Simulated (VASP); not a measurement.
# Titanium: the relaxed cell at several levels, part 3 of 3

Which functional gives the lattice of Titanium as experiment finds it, and is a dearer one worth its cost? The start is a cell from a database of measured crystal structures.

VASP 6.6.1, plane waves and PAW; the level of theory is named at each step.

Still holding for the runs below: The k-mesh is coarse for a metal.

So far. Step 3 (Relaxation with LDA): It ends at 16.08 Å³/atom, -8.9 % from the start, with -0.05 GPa left. The conventional cell has a = 2.861 and c = 4.538 Å. Step 4 (Relaxation with r2SCAN): It ends at 17.34 Å³/atom, -1.8 % from the start, with 0.01 GPa left. The conventional cell has a = 2.943 and c = 4.626 Å.

### 5. Relaxation with PBE + D3(BJ)

This step: PBE with D3(BJ); plane waves and PAW (Ti_sv) (VASP 6.6.1).

A dispersion term adds the long-range attraction that semilocal functionals lack. D3 with Becke-Johnson damping keeps a finite attraction at short range.

INCAR reads:

```
SYSTEM = Ti
PREC = Accurate
ENCUT = 520
EDIFF = 1E-06
NELM = 100
ISMEAR = -1
SIGMA = 0.05
LREAL = .FALSE.
ALGO = Normal
GGA = PE
IVDW = 12
NBANDS = 18
LASPH = .TRUE.
LORBIT = 11
LWAVE = .FALSE.
LCHARG = .FALSE.
KPAR = 2
IBRION = 2
NSW = 60
ISIF = 3
EDIFFG = -0.01
```

POSCAR reads:

```
Ti
1.0
    2.9500000000      0.0000000000      0.0000000000
   -1.4750000000      2.5547749412      0.0000000000
    0.0000000000      0.0000000000      4.6860000000
Ti
2
Direct
    0.3333333333      0.6666666667      0.2500000000
    0.6666666667      0.3333333333      0.7500000000
```

KPOINTS reads:

```
Automatic mesh
0
Gamma
9 9 5
0 0 0
```

Potentials, in the order of the species: Ti_sv (PBE family, release 64).

Command:

```sh
$ mpirun -np 2 vasp_std
```

Log:

```text
[... set-up lines as in an earlier step ...]
 entering main loop
       N       E                     dE             d eps       ncg     rms          rms(c)
[... 14 cycles as in an earlier step ...]
   1 F= -.16860554E+02 E0= -.16852644E+02  d E =-.168606E+02
[...]
N       E                     dE             d eps       ncg     rms          rms(c)
DAV:   1    -0.204028999738E+02   -0.47249E+01   -0.12275E+02  1712   0.131E+02    0.190E+01
DAV:   2    -0.156109581912E+02    0.47919E+01   -0.18866E+01  1680   0.494E+01    0.603E+00
DAV:   3    -0.153395326140E+02    0.27143E+00   -0.42633E+00  1790   0.134E+01    0.239E+00
DAV:   4    -0.154445061829E+02   -0.10497E+00   -0.78135E-01  1592   0.694E+00    0.426E-01
[...]
DAV:  10    -0.155411855501E+02   -0.30868E-05   -0.19391E-05  1754   0.395E-02    0.677E-03
DAV:  11    -0.155411867115E+02   -0.11614E-05   -0.86006E-06  1630   0.136E-02    0.337E-03
DAV:  12    -0.155411868301E+02   -0.11855E-06   -0.35777E-07   682   0.454E-03
   2 F= -.16886696E+02 E0= -.16879949E+02  d E =-.261418E-01
 trial-energy change:   -0.026142  1 .order   -0.019746   -0.203188    0.163697
 step:   0.5793(harm=  0.5538)  dis= 0.00000  next Energy=   -16.920653 (dE=-0.601E-01)
[...]
N       E                     dE             d eps       ncg     rms          rms(c)
DAV:   1    -0.165454860125E+02   -0.10043E+01   -0.22650E+01  1736   0.614E+01    0.820E+00
DAV:   2    -0.156494186599E+02    0.89607E+00   -0.46054E+00  1880   0.226E+01    0.233E+00
DAV:   3    -0.156036287639E+02    0.45790E-01   -0.57862E-01  1688   0.483E+00    0.706E-01
DAV:   4    -0.156248595422E+02   -0.21231E-01   -0.10359E-01  1808   0.217E+00    0.338E-01
[...]
DAV:   9    -0.156481014578E+02    0.12953E-06   -0.12276E-05  1630   0.261E-02    0.230E-03
DAV:  10    -0.156481003164E+02    0.11414E-05   -0.71500E-07   776   0.577E-03    0.123E-03
DAV:  11    -0.156480998864E+02    0.42996E-06   -0.23342E-07   656   0.392E-03
   3 F= -.16921694E+02 E0= -.16914767E+02  d E =-.611390E-01
[...]
reached required accuracy - stopping structural energy minimisation
```

It took 32 s on 2 MPI ranks of AMD EPYC 9R14 (Zen 4), shared host; peak memory 0.29 GiB; 61 s of CPU time.

Parts of OUTCAR (step 5):

```text
 Edisp (eV)   -1.34551

 Edisp (eV)   -1.27359

  Total      -0.00634    -0.00634    -0.01227     0.00000     0.00000     0.00000
  in kB      -0.30883    -0.30883    -0.59784     0.00000     0.00000     0.00000
  external pressure =       -0.41 kB  Pullay stress =        0.00 kB

 POSITION                                       TOTAL-FORCE (eV/Angst)
 -----------------------------------------------------------------------------------
     -0.00000      1.66479      1.14213         0.000000     -0.000000      0.000000
      1.44175      0.83239      3.42640        -0.000000      0.000000      0.000000
 -----------------------------------------------------------------------------------
    total drift:                               -0.000000      0.000000     -0.000000

  FREE ENERGIE OF THE ION-ELECTRON SYSTEM (eV)
  ---------------------------------------------------
  free  energy   TOTEN  =       -16.9216935157 eV

  energy  without entropy=      -16.9078409449  energy(sigma->0) =      -16.91476723

[... 2 parts as in an earlier step ...]

[... 2 further parts left out ...]
[key lines of the parts left out:]
E-fermi :   8.9422
```

Dispersion corrections of this kind ignore metallic screening and tend to overbind metals.

Relaxation path:

| step | energy less that of the first step (eV) | largest force (eV/Å) | pressure (GPa) | volume (Å³) |
| --- | --- | --- | --- | --- |
| 1 | 0.0000 | 0.0000 | -7.59 | 35.32 |
| 2 | -0.0261 | 0.0000 | 6.92 | 31.21 |
| 3 | -0.0611 | 0.0000 | -0.04 | 32.90 |

| conventional cell, symmetrised | before | after | change |
| --- | --- | --- | --- |
| a (Å) | 2.950 | 2.883 | -2.3 % |
| b (Å) | 2.950 | 2.883 | -2.3 % |
| c (Å) | 4.686 | 4.569 | -2.5 % |
| volume (Å³/atom) | 17.66 | 16.45 | -6.9 % |

The relaxed structure:

```cif
data_structure
_symmetry_space_group_name_H-M 'P 1'
_symmetry_Int_Tables_number 1
_cell_length_a 2.8835
_cell_length_b 2.8835
_cell_length_c 4.5685
_cell_angle_alpha 90.000
_cell_angle_beta 90.000
_cell_angle_gamma 120.000
_cell_volume 32.90
loop_
_atom_site_label
_atom_site_type_symbol
_atom_site_fract_x
_atom_site_fract_y
_atom_site_fract_z
_atom_site_occupancy
Ti1 Ti 0.33333 0.66667 0.25000 1
Ti2 Ti 0.66667 0.33333 0.75000 1
```

It ends at 16.45 Å³/atom, -6.9 % from the start, with -0.04 GPa left. The conventional cell has a = 2.883 and c = 4.569 Å. Against plain PBE, the dispersion term moves a by -1.8 % and c by -1.5 %.

### 6. The cells as a table

This step: relaxed cells at several levels; plane waves and PAW (VASP 6.6.1).

Derived from the runs above.

Lengths are those of the conventional cell; cost is the wall time of each run, as given at its step, times its ranks, without the set-up around it. Results by level, by row:

| level | volume (Å³/atom) | change from the start (%) | a (Å) | c (Å) | cost (core minutes) |
| --- | --- | --- | --- | --- | --- |
| PBE | 17.33 | -1.9 | 2.937 | 4.64 | 1.03 |
| LDA | 16.08 | -8.9 | 2.861 | 4.538 | 1.1 |
| r2SCAN | 17.34 | -1.8 | 2.943 | 4.626 | 4.57 |
| PBE + D3(BJ) | 16.45 | -6.9 | 2.883 | 4.569 | 1.07 |

### 7. Outcome

```yaml
volume_pbe: 17.33 Å³/atom
volume_lda: 16.08 Å³/atom
volume_r2scan: 17.34 Å³/atom
volume_pbe_d3_bj: 16.45 Å³/atom
```

For Titanium the levels give volumes between 16.08 Å³/atom (LDA) and 17.34 Å³/atom (r2SCAN), a spread of 7.8 %, while the cost of the finished runs spans a factor of 4.4. Within 1 % of experiment on every length: PBE. The nearest, PBE, is among the cheap ones. Thermal and zero-point expansion, often some tenths of a per cent in length, bear on this order: with the measured lengths lowered by an assumed 0.4 % the nearest is still PBE. The costs hold the number of ionic steps as well as the price of the functional. Adding D3(BJ) to PBE changes the volume by -5.1 % (a by -1.8 % and c by -1.5 %). Pairwise corrections of the D and TS kind ignore the screening in a metal, so they may overbind here. Within 0.02 Å all end in space group P6_3/mmc; the runs can't lower the symmetry of the start. The k-sampling is coarse for a metal, so the Fermi level, pressures and the shape of the cell carry errors. Each is a single relaxation on the plane waves of the start cell, so larger changes of volume carry a basis-set error that was not tested here.

Computed beside measured:

| quantity | measured | PBE | LDA | r2SCAN | PBE + D3(BJ) |
| --- | --- | --- | --- | --- | --- |
| lattice constant a (Å) | 2.9536 | 2.937 (-0.6 %) | 2.861 (-3.1 %) | 2.943 (-0.4 %) | 2.883 (-2.4 %) |
| lattice constant c (Å) | 4.685 | 4.640 (-1.0 %) | 4.538 (-3.1 %) | 4.626 (-1.3 %) | 4.569 (-2.5 %) |

Measured values from arxiv:2402.07147 (2024).

How well it matches: For the lattice constant a, of the levels listed nearest comes r2SCAN (-0.4 %, good agreement) and farthest LDA (-3.1 %, a clear miss). For the lattice constant c, of the levels listed nearest comes PBE (-1.0 %, fair agreement) and farthest LDA (-3.1 %, a clear miss). The grades are ours: good and fair within 0.7 and 1.5 % for the lattice constant a and 0.8 and 2 % for the lattice constant c. For lattice constants the calculation has a static lattice, without zero-point motion or thermal expansion (measured at up to 298 K).

[Lines on the potential files, build, host, timing and source positions are cut from VASP's logs without a mark.]

[Logs are printed without paths, hosts, clocks, repeated set-up lines and the standing remarks that a program may print on its own settings, such as how far it seeks lower states.]

[Hosts, paths, dates, database ids (printed as entryN), source tags and the programs' standing remarks are cut or masked in the printed files.]

[A measured line is paired with the nearest computed mode of its activity, which favours agreement.]
